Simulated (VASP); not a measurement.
# Ti2Ge5Ru in VASP: further runs, part 2 of 3

VASP 6.6.1.

## 3. Relaxation of cell and atoms, PBE

This run uses another cell than the first one, of 20.11 Å³/atom, 1.220 times its volume.

File INCAR:

```
ALGO = Fast ; EDIFF = 1E-4
EDIFFG = -0.08 ; ENCUT = 520
GGA = PE ; IBRION = 2
ISIF = 3 ; ISMEAR = 0
LASPH = True ; LCHARG = False
LREAL = False ; LWAVE = False
NELM = 60 ; NSW = 24
PREC = Normal ; SIGMA = 0.15
```

File KPOINTS:

```
k-points
0
Gamma
  4 4 3
```

File POSCAR:

```
Ti2Ge5Ru
1.0
    5.3110816900      0.0000000000      0.0000000000
   -2.6555408500      4.5995316700      0.0000000000
    0.0000000000      0.0000000000      6.5845992200
Ti Ge Ru
2 5 1
Direct
    0.3333333300      0.6666666700      0.5000000000
    0.6666666700      0.3333333300      0.5000000000
    0.3333333300      0.6666666700      0.8171944300
    0.6666666700      0.3333333300      0.8171944300
    0.6666666700      0.3333333300      0.1828055700
    0.3333333300      0.6666666700      0.1828055700
    0.0000000000      0.0000000000      0.5000000000
    0.0000000000      0.0000000000      0.0000000000
```

Potentials or basis: VASP PAW PBE potentials, release 64 (Ti_sv, Ge_d, Ru_pv).

Run with:

```console
cat potpaw_PBE.64/Ti_sv/POTCAR potpaw_PBE.64/Ge_d/POTCAR potpaw_PBE.64/Ru_pv/POTCAR > POTCAR
mpirun -np 1 vasp_std > vasp.out
```

OUTCAR:

```text
EDIFF = 1E-4
   EDIFFG = -0.08
   ENCUT = 520
   GGA = PE
   IBRION = 2
   ISIF = 3
   ISMEAR = 0
   LASPH = True
   LREAL = False
   NELM = 60
   NSW = 24
   PREC = Normal

 ion  position               nearest neighbor table
   1  0.333  0.667  0.500-   3 2.09   6 2.09
   2  0.667  0.333  0.500-   4 2.09   5 2.09
   3  0.333  0.667  0.817-   1 2.09   6 2.41
   4  0.667  0.333  0.817-   2 2.09   5 2.41
   5  0.667  0.333  0.183-   2 2.09   4 2.41
   6  0.333  0.667  0.183-   1 2.09   3 2.41
   7  0.000  0.000  0.500-
   8  0.000  0.000  0.000-

  LATTYP: Found a hexagonal cell.
 ALAT       =     5.3110816900
 C/A-ratio  =     1.2397849637

  Lattice vectors:

 A1 = (   5.3110816900,   0.0000000000,   0.0000000000)
 A2 = (  -2.6555408500,   4.5995316700,   0.0000000000)
 A3 = (   0.0000000000,   0.0000000000,   6.5845992200)

Analysis of symmetry for initial positions (statically):
=====================================================================
 Subroutine PRICEL returns:
 Original cell was already a primitive cell.

 Routine SETGRP: Setting up the symmetry group for a
 hexagonal supercell.

 Subroutine GETGRP returns: Found 24 space group operations
 (whereof 24 operations were pure point group operations)
 out of a pool of 24 trial point group operations.

The static configuration has the point symmetry D_6h.

Analysis of symmetry for dynamics (positions and initial velocities):
=====================================================================
 Subroutine PRICEL returns:
 Original cell was already a primitive cell.

 Routine SETGRP: Setting up the symmetry group for a
 hexagonal supercell.

 Subroutine GETGRP returns: Found 24 space group operations
 (whereof 24 operations were pure point group operations)
 out of a pool of 24 trial point group operations.

The dynamic configuration has the point symmetry D_6h.

 Subroutine INISYM returns: Found 24 space group operations
 (whereof 24 operations are pure point group operations),
 and found     1 'primitive' translations

----------------------------------------------------------------------------------------

                                     Primitive cell

  volume of cell :     160.8518

  direct lattice vectors                    reciprocal lattice vectors
     5.311081690  0.000000000  0.000000000     0.188285562  0.108706720  0.000000000
    -2.655540850  4.599531670  0.000000000     0.000000000  0.217413439  0.000000000
     0.000000000  0.000000000  6.584599220     0.000000000  0.000000000  0.151869532

  length of vectors
     5.311081690  5.311081697  6.584599220     0.217413440  0.217413439  0.151869532

  position of ions in fractional coordinates (direct lattice)
     0.333333330  0.666666670  0.500000000
     0.666666670  0.333333330  0.500000000
     0.333333330  0.666666670  0.817194430
     0.666666670  0.333333330  0.817194430
     0.666666670  0.333333330  0.182805570
     0.333333330  0.666666670  0.182805570
     0.000000000  0.000000000  0.500000000
     0.000000000  0.000000000  0.000000000

  ion indices of the primitive-cell ions
   primitive index   ion index
                 1           1
                 2           2
                 3           3
                 4           4
                 5           5
                 6           6
                 7           7
                 8           8

----------------------------------------------------------------------------------------

 KPOINTS: k-points

Automatic generation of k-mesh.
 Grid dimensions read from file:
 generate k-points for:    4    4    3

 Generating k-lattice:

  Cartesian coordinates                     Fractional coordinates (reciprocal lattice)
     0.047071390  0.027176680  0.000000000     0.250000000  0.000000000  0.000000000
     0.000000000  0.054353360  0.000000000     0.000000000  0.250000000  0.000000000
     0.000000000  0.000000000  0.050623177     0.000000000  0.000000000  0.333333333

  Length of vectors
     0.054353360  0.054353360  0.050623177

  Shift w.r.t. Gamma in fractional coordinates (k-lattice)
     0.000000000  0.000000000  0.000000000

 Subroutine IBZKPT returns following result:
 ===========================================

 Found      8 irreducible k-points:

 Following reciprocal coordinates:
            Coordinates               Weight
  0.000000  0.000000  0.000000      1.000000
  0.250000  0.000000  0.000000      6.000000
  0.500000  0.000000  0.000000      3.000000
  0.250000  0.250000  0.000000      6.000000
  0.000000  0.000000  0.333333      2.000000
  0.250000  0.000000  0.333333     12.000000
  0.500000  0.000000  0.333333      6.000000
  0.250000  0.250000  0.333333     12.000000
   k-points           NKPTS =      8   k-points in BZ     NKDIM =      8   number of bands    NBANDS=     64
   number of dos      NEDOS =    301   number of ions     NIONS =      8
   total plane-waves  NPLWV =  36000
   dimension x,y,z NGX =    30 NGY =   30 NGZ =   40
   dimension x,y,z NGXF=    60 NGYF=   60 NGZF=   80
   ions per type =               2   5   1
   NGX,Y,Z   is equivalent  to a cutoff of   9.39,  9.39, 10.10 a.u.
   NGXF,Y,Z  is equivalent  to a cutoff of  18.78, 18.78, 20.20 a.u.
 SYSTEM =  unknown system
   PREC   = normal    normal or accurate (medium, high low for compatibility)
   ISTART =      0    job   : 0-new  1-cont  2-samecut
   ICHARG =      2    charge: 1-file 2-atom 10-const
   ISPIN  =      1    spin polarized calculation?
   LNONCOLLINEAR =      F non collinear calculations
   LSORBIT =      F    spin-orbit coupling
   LASPH  =      T    aspherical Exc in radial PAW
   ENCUT  =  520.0 eV  38.22 Ry    6.18 a.u.   9.88  9.88 12.24*2*pi/ulx,y,z
   NELM   =     60;   NELMIN=  2; NELMDL= -5     # of ELM steps
   EDIFF  = 0.1E-03   stopping-criterion for ELM
   LREAL  =      F    real-space projection
   EDIFFG = -.8E-01   stopping-criterion for IOM
   NSW    =     24    number of steps for IOM
   IBRION =      2    ionic relax: 0-MD 1-quasi-New 2-CG
   NFREE  =      1    steps in history (QN), initial steepest desc. (CG)
   ISIF   =      3    stress and relaxation
   ISYM   =      2    0-nonsym 1-usesym 2-fastsym
   POTIM  = 0.5000    time-step for ionic-motion
   TEBEG  =    0.0;   TEEND  =   0.0 temperature during run
   PSTRESS=    0.0 pullay stress
   NELECT =     108.0000    total number of electrons
   NUPDOWN=      -1.0000    fix difference up-down
   EMIN   =  10.00;   EMAX   =-10.00  energy-range for DOS
   EFERMI =   0.00;   METHOD = LEGACY
   ISMEAR =     0;   SIGMA  =   0.15  broadening in eV -4-tet -1-fermi 0-gaus
   EFERMI_NEDOS =   21; number of points for ismear=-14 and -15
   IALGO  =     68    algorithm
   IMIX   =      4    mixing-type and parameters
     AMIX     =   0.40;   BMIX     =  1.00
     AMIX_MAG =   1.60;   BMIX_MAG =  1.00
  volume/ion in A,a.u.               =      20.11       135.69
  Fermi-wavevector in a.u.,A,eV,Ry     =   1.433532  2.708983 27.960168  2.055014
  Thomas-Fermi vector in A             =   2.553040
   LORBIT       =      0    0 simple, 1 ext, 2 COOP (PROOUT), +10 PAW based schemes
   GGA     = PE    functional components
   LHFCALC =     F    Hartree Fock is set to
   AEXX    =    0.0000 exact exchange contribution
   IVDW    =     0    specifies the selected vdW correction
   LEPSILON=     F    determine dielectric tensor
   LRPA    =     F    only Hartree local field effects (RPA)
 conjugate gradient relaxation of ions
 non-spin polarized calculation
 RMM-DIIS sequential band-by-band and
 Gauss-broadening in eV      SIGMA  =   0.15
  energy-cutoff  :      520.00
  volume of cell :      160.85
 maximum number of plane-waves:      4348
   NGX = 19   NGY = 19   NGZ = 25

--------------------------------------- Ionic step        1  -------------------------------------------

 number of electron     107.9999888 magnetization

 Free energy of the ion-electron system (eV)
  ---------------------------------------------------
  ext. energy  EPLUGINS =         0.00000000
  ---------------------------------------------------
  free energy    TOTEN  =       -37.33125960 eV

  energy without entropy =      -37.18088441  energy(sigma->0) =      -37.25607201

------------------------ aborting loop because EDIFF is reached ----------------------------------------

  FORCE on cell =-STRESS in cart. coord.  units (eV):
  Direction    XX          YY          ZZ          XY          YZ          ZX
  --------------------------------------------------------------------------------------
  -------------------------------------------------------------------------------------
  Total      -15.5764912    -15.5764912     56.4132707      0.0000000     -0.0000000      0.0000000
  in kB     -155.1508915   -155.1508919    561.9089129      0.0000002     -0.0000000      0.0000000
  external PRESSURE =      83.8690432 kB  Pullay stress =       0.0000000 kB
[... 321 lines left out ...]
  energy  without entropy=      -45.0969528494  energy(sigma->0) =      -45.14145579

--------------------------------------- Ionic step        9  -------------------------------------------

 number of electron     107.9999773 magnetization

 Free energy of the ion-electron system (eV)
  ---------------------------------------------------
  ext. energy  EPLUGINS =         0.00000000
  ---------------------------------------------------
  free energy    TOTEN  =       -45.19260399 eV

  energy without entropy =      -45.10805397  energy(sigma->0) =      -45.15032898

 E-fermi :   7.1445     XC(G=0): -11.4507

 val. band max:        7.0649338689   @ k =   0.0000   0.0000   0.3333
 cond. band min:       7.1496588424   @ k =   0.0000   0.0000   0.3333
 fundamental gap:      0.0847249734
 Fermi energy:         7.1444622522

 k-point     1 :       0.0000    0.0000    0.0000
  band No.  band energies     occupation
      1     -49.4920      2.00000
      2     -49.2859      2.00000
      3     -34.5756      2.00000
      4     -34.5756      2.00000
      5     -34.3466      2.00000
      6     -26.0411      2.00000
[... 560 lines left out ...]
  FREE ENERGIE OF THE ION-ELECTRON SYSTEM (eV)
  ---------------------------------------------------
  free  energy   TOTEN  =       -45.1926039918 eV

  energy  without entropy=      -45.1080539748  energy(sigma->0) =      -45.15032898

 reached required accuracy - stopping structural energy minimisation
```

Run time: 24 min. Hardware: 1 thread of Intel Xeon Platinum 8259CL at 2.50GHz (Skylake/Cascade Lake), shared host; peak memory 0.24 GiB.

Results:

```yaml
Free_energy: -45.1926 eV
Relaxed_volume: 18.01 Å³/atom
Relaxed_cell: a = 4.521 Å, b = 4.521 Å, c = 8.136 Å, α = 90.00°, β = 90.00°, γ = 120.00°
Space_group_after_relaxing_to_0.05_Å: P6/mmm (No. 191)
Energy_gained_by_relaxing: 982.7 meV/atom
Ionic_steps: 9
Pressure_after_relaxing: -0.1 GPa
Largest_force_after_relaxing: 0.052 eV/Å
Band_gap_on_the_k_mesh: none (metal or under the smearing width)
```

Forces in eV/Å, atoms in the order of the input:
```
Ti   0.000  0.000  0.000
Ti   0.000  0.000  0.000
Ge   0.000  0.000 -0.052
Ge   0.000  0.000 -0.052
Ge   0.000  0.000  0.052
Ge   0.000  0.000  0.052
Ge   0.000  0.000  0.000
Ru   0.000  0.000  0.000
```

Stress tensor (GPa, compression positive):
```
-0.12  0.00  0.00
 0.00 -0.12  0.00
 0.00  0.00 -0.02
```

The path:
| step | energy change (eV) | largest force (eV/Å) | pressure (GPa) | volume (Å³) |
| --- | --- | --- | --- | --- |
| 1 | 0.0000 | 6.5345 | 8.39 | 160.85 |
| 2 | -5.7790 | 2.0062 | -9.68 | 176.98 |
| 3 | -6.0107 | 1.1686 | -9.56 | 171.83 |
| 4 | -7.5805 | 1.1017 | -0.78 | 145.92 |
| 5 | -7.6711 | 1.0340 | 2.43 | 139.23 |
| 6 | -7.8371 | 0.1401 | 1.67 | 141.01 |
| 7 | -7.8379 | 0.1171 | 2.08 | 141.05 |
| 8 | -7.8547 | 0.0290 | -1.04 | 145.54 |
| 9 | -7.8613 | 0.0519 | -0.09 | 144.04 |

Final structure:
```
Ti Ge Ru
1.0
     4.52135    0.00000    0.00000
    -2.26067    3.91560    0.00000
     0.00000    0.00000    8.13614
Ti Ge Ru
2 5 1
Direct
  0.33333 0.66667 0.50000
  0.66667 0.33333 0.50000
  0.33333 0.66667 0.83818
  0.66667 0.33333 0.83818
  0.66667 0.33333 0.16182
  0.33333 0.66667 0.16182
  0.00000 0.00000 0.50000
  0.00000 0.00000 0.00000
```

Levels at points of the mesh, in eV from the Fermi level:
| k point | band 50 | band 51 | band 52 | band 53 | band 54 | band 55 | band 56 | band 57 | band 58 | band 59 |
| --- | --- | --- | --- | --- | --- | --- | --- | --- | --- | --- |
| (0.00, 0.00, 0.00) | -1.40 | -1.23 | -0.25 | 0.42 | 0.44 | 1.03 | 1.18 | 1.46 | 1.53 | 1.53 |
| (0.50, 0.00, 0.00) | -1.19 | -0.79 | -0.62 | -0.49 | -0.43 | 0.74 | 0.75 | 1.21 | 1.30 | 1.84 |

Caveat: the relaxation stopped at a loose force limit of 0.08 eV/Å, so its end isn't a converged minimum.

[end of part 2 of 3]
